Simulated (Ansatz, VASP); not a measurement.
# PtSe2 in two plane-wave programs, part 2 of 2

Wanted: the spread between two codes on one cell, functional and k mesh. The structure shown is the end of the Ansatz relaxation below.

VASP 6.6.1 and Ansatz 0.2.0.

So far. Step 3 (VASP: single point, PBE with D3(BJ), pair 1): The run ends at a pressure of 0.01 GPa, with forces up to 0.0081 eV/Å.

### 6. VASP: single point, PBE with D3(BJ), pair 2

Level of this step: PBE with D3(BJ); plane waves and PAW (Pt, Se) (VASP).

The same cell, functional, mesh and smearing now go to VASP, with its own data sets.

Input file INCAR:

```
SYSTEM = PtSe2
PREC = Accurate
ENCUT = 500
EDIFF = 1E-06
NELM = 120
ISMEAR = -1
SIGMA = 0.02
LREAL = .FALSE.
ALGO = Normal
GGA = PE
IVDW = 12
NBANDS = 17
LASPH = .TRUE.
LORBIT = 11
LWAVE = .FALSE.
LCHARG = .FALSE.
ISIF = 2
GGA_COMPAT = .FALSE.
KPAR = 2
```

Input file POSCAR:

```
PtSe2
1.0
    3.7838556722      0.0000000000      0.0000000000
   -1.8919278361      3.2769151364      0.0000000000
    0.0000000000      0.0000000000      4.7312234200
Pt Se
1 2
Direct
    0.0000000000      0.0000000000      0.0000000000
    0.3333333332      0.6666666668      0.2679686035
    0.6666666668      0.3333333332      0.7320313965
```

Input file KPOINTS:

```
Automatic mesh
0
Gamma
8 8 6
0 0 0
```

Potentials, in the order of the species: Pt and Se (PBE family, release 64).

Started as:

```console
mpirun -np 2 vasp_std
```

Numbers of over 12 decimals in the logs are rounded to 6 here.

The program printed:

```text
[... set-up lines as in an earlier step ...]
 entering main loop
       N       E                     dE             d eps       ncg     rms          rms(c)
DAV:   1     0.105791004492E+03    0.10579E+03   -0.99702E+03  1756   0.111E+03
DAV:   2    -0.102503833078E+02   -0.11604E+03   -0.11230E+03  2103   0.216E+02
DAV:   3    -0.148575966297E+02   -0.46072E+01   -0.45757E+01  2055   0.433E+01
DAV:   4    -0.148915401284E+02   -0.33943E-01   -0.33929E-01  2053   0.406E+00
[...]
DAV:  10    -0.141807022556E+02   -0.11427E-03   -0.13866E-03  1985   0.228E-01    0.371E-02
DAV:  11    -0.141807087980E+02   -0.65424E-05   -0.41824E-05  2224   0.489E-02    0.288E-02
DAV:  12    -0.141807082327E+02    0.56532E-06   -0.55623E-06  1865   0.178E-02
   1 F= -.15670589E+02 E0= -.15670241E+02  d E =-.696076E-03
```

OUTCAR, selected parts (step 6):

```text
 Edisp (eV)   -1.48988

  Total      -0.00358    -0.00358     0.31492     0.00000     0.00000    -0.00000
  in kB      -0.09766    -0.09766     8.60085     0.00000     0.00000    -0.00000
  external pressure =        2.80 kB  Pullay stress =        0.00 kB

 POSITION                                       TOTAL-FORCE (eV/Angst)
 -----------------------------------------------------------------------------------
      0.00000      0.00000      0.00000        -0.000000      0.000000      0.000000
     -0.00000      2.18461      1.26782        -0.000000      0.000000      0.008801
      1.89193      1.09231      3.46340         0.000000     -0.000000     -0.008801
 -----------------------------------------------------------------------------------
    total drift:                               -0.000000      0.000000      0.000000

  FREE ENERGIE OF THE ION-ELECTRON SYSTEM (eV)
  ---------------------------------------------------
  free  energy   TOTEN  =       -15.6705894708 eV

  energy  without entropy=      -15.6698933952  energy(sigma->0) =      -15.67024143

[... 3 further parts left out ...]
[key lines of the parts left out:]
E-fermi :   6.8454
```

The run ends at a pressure of 0.28 GPa, with forces up to 0.0088 eV/Å.

### 7. Comparison

What differs besides the data sets and the points named for the pairs above, as far as they apply: the data sets hold 50 valence electrons in Ansatz (on its PAW soft_1 files) and 22 in VASP. Total energies have different zeros and are not compared.

Both answers:

```tsv
quantity	Ansatz	VASP	difference
pressure (GPa)	0.28	0.28	0.00
```

At this near-relaxed geometry the largest component of a force difference is 8 meV/Å.

### 8. Ansatz: relaxation, PBE with D3(BJ)

This run makes the geometry at which the two programs are then compared. The cell compared in this pair holds 59.04 Å³, against 58.66 Å³ for the pair before.

The structure compared here is the end of the Ansatz relaxation.

Input file input.yaml:

```yaml
crystal:
  lattice:
    - [3.779038035, 0.0, 0.0]
    - [-1.8895190175, 3.2727429402, 0.0]
    - [0.0, 0.0, 4.77950121]
  atoms:
    - { symbol: Pt, position: [0.0, 0.0, 0.0] }
    - { symbol: Se, position: [0.3333333, 0.6666667, 0.2654721] }
    - { symbol: Se, position: [0.6666667, 0.3333333, 0.7345279] }
kpoints:
  mp_grid: { grid: [8, 8, 6] }
scf:
  occupations: { method: fermi_dirac, width: 0.02 }
hamiltonian:
  xc: pbe
  pseudopotentials: { kind: paw, azcp: { folder: soft_1 } }
  dispersion: d3bj
basis:
  ecutwfc: 600
output:
  forces: true
  stress: true
relax:
  f_tol: 0.005
  max_steps: 70
  cell: { stress_tol: 0.02, p_target: 0, fix: [c, alpha, beta, gamma] }
```

Started as:

```console
ansatz run input.yaml --threads 4 --pin off --max-ram 10240MiB --backend cpu --events-out ev --progress --plain --runs-dir out
```

The program printed:

```text
[...]
Crystal: 3 atoms, lattice volume = 59.112 Å³
Basis set: ecut = 600 eV, 1969 PW (Γ), exchange–correlation on 64×64×80 points (8 copies of the dense FFT grid, shifted against one another)
Bands: 30, of which v1, the nominal top of the filled ones, is band 25 counted from 1 (24 counted from 0)
Symmetry: 4 space group operations
k-points: 114 of 384
[...]
-0.000000       0.000000       0.276645
  P = ⅓ Tr σ = 0.0894 GPa (0.894 kbar)
--- Relaxed structure (3 steps of the walk, 2 accepted, 1 SCFs on fresh bases) ---
[...]
cell:  # Å, volume = 59.0379 Å³
    - [3.776667, 0, 0]
    - [-1.888334, 3.270690, 0]
    - [0, 0, 4.77950121]
  atoms:
    - { symbol: Pt, position: [0, 0, 0] }
    - { symbol: Se, position: [0.333333, 0.666667, 0.266806] }
    - { symbol: Se, position: [0.666667, 0.333333, 0.733194] }
[key lines of the parts left out:]
SCF converged after 5 iterations
Free energy (F): -23465.456451 eV
Fermi energy:    13.425780 eV
```

### 9. VASP: single point, PBE with D3(BJ), pair 3

The same cell, functional, mesh and smearing now go to VASP, with its own data sets.

INCAR is that of step 6.

Input file POSCAR:

```
PtSe2
1.0
    3.7766674217      0.0000000000      0.0000000000
   -1.8883337108      3.2706899288      0.0000000000
    0.0000000000      0.0000000000      4.7795012100
Pt Se
1 2
Direct
    0.0000000000      0.0000000000      0.0000000000
    0.3333333334      0.6666666666      0.2668058066
    0.6666666666      0.3333333334      0.7331941934
```

KPOINTS is that of step 6.

Started as:

```console
mpirun -np 2 vasp_std
```

The program printed:

```text
[... set-up lines as in an earlier step ...]
 entering main loop
       N       E                     dE             d eps       ncg     rms          rms(c)
DAV:   1     0.108119099500E+03    0.10812E+03   -0.98661E+03  1716   0.110E+03
DAV:   2    -0.103179179154E+02   -0.11844E+03   -0.11513E+03  2179   0.217E+02
DAV:   3    -0.148772527027E+02   -0.45593E+01   -0.45333E+01  1951   0.435E+01
DAV:   4    -0.149109196418E+02   -0.33667E-01   -0.33651E-01  2220   0.409E+00
[...]
DAV:  10    -0.141927856656E+02   -0.12893E-03   -0.12538E-03  1953   0.222E-01    0.395E-02
DAV:  11    -0.141927910985E+02   -0.54330E-05   -0.56473E-05  2182   0.644E-02    0.262E-02
DAV:  12    -0.141927908540E+02    0.24457E-06   -0.67391E-06  1819   0.204E-02
   1 F= -.15672669E+02 E0= -.15672301E+02  d E =-.736270E-03
```

OUTCAR, selected parts (step 9):

```text
 Edisp (eV)   -1.47988

  Total       0.00059     0.00059     0.10400     0.00000     0.00000     0.00000
  in kB       0.01597     0.01597     2.82234     0.00000     0.00000     0.00000
  external pressure =        0.95 kB  Pullay stress =        0.00 kB

 POSITION                                       TOTAL-FORCE (eV/Angst)
 -----------------------------------------------------------------------------------
      0.00000      0.00000      0.00000        -0.000000      0.000000      0.000000
      0.00000      2.18046      1.27520         0.000000      0.000000      0.008233
      1.88833      1.09023      3.50430        -0.000000     -0.000000     -0.008233
 -----------------------------------------------------------------------------------
    total drift:                                0.000000     -0.000000      0.000000

  FREE ENERGIE OF THE ION-ELECTRON SYSTEM (eV)
  ---------------------------------------------------
  free  energy   TOTEN  =       -15.6726692390 eV

  energy  without entropy=      -15.6719329688  energy(sigma->0) =      -15.67230110

[... 1 part as in an earlier step ...]

[... 2 further parts left out ...]
[key lines of the parts left out:]
E-fermi :   6.7805
```

The run ends at a pressure of 0.10 GPa, with forces up to 0.0082 eV/Å.

### 10. Comparison

What differs besides the data sets and the points named for the pairs above, as far as they apply: the data sets hold 50 valence electrons in Ansatz (on its PAW soft_1 files) and 22 in VASP. Total energies have different zeros and are not compared.

Both answers:

```tsv
quantity	Ansatz	VASP	difference
pressure (GPa)	0.09	0.10	-0.01
```

At this near-relaxed geometry the largest component of a force difference is 8 meV/Å.

### 11. Summary of results

* difference in pressure (single point, PBE with D3(BJ), pair 1): -0.0016 GPa
* difference in pressure (single point, PBE with D3(BJ), pair 2): -0.0042 GPa
* difference in pressure (single point, PBE with D3(BJ), pair 3): -0.0057 GPa

The difference in pressure is -0.0057 GPa (single point, PBE with D3(BJ), pair 3), within the 1 GPa picked in this series as the mark of a large difference. The data sets hold unlike numbers of valence electrons (50 in Ansatz and 22 in VASP), so part of the differences comes from the potentials. 5 further runs of this series are not shown here. Such differences can come from data sets, numerical settings and the points named under the comparisons, not from the functional's error against experiment.

[Lines on the potential files, build, host, timing and source positions are cut from VASP's logs without a mark.]

[Logs are printed without paths, hosts, clocks, repeated set-up lines and the standing remarks that a program may print on its own settings, such as how far it seeks lower states.]

[Hosts, paths, dates, database ids (printed as entryN), source tags and the programs' standing remarks are cut or masked in the printed files.]
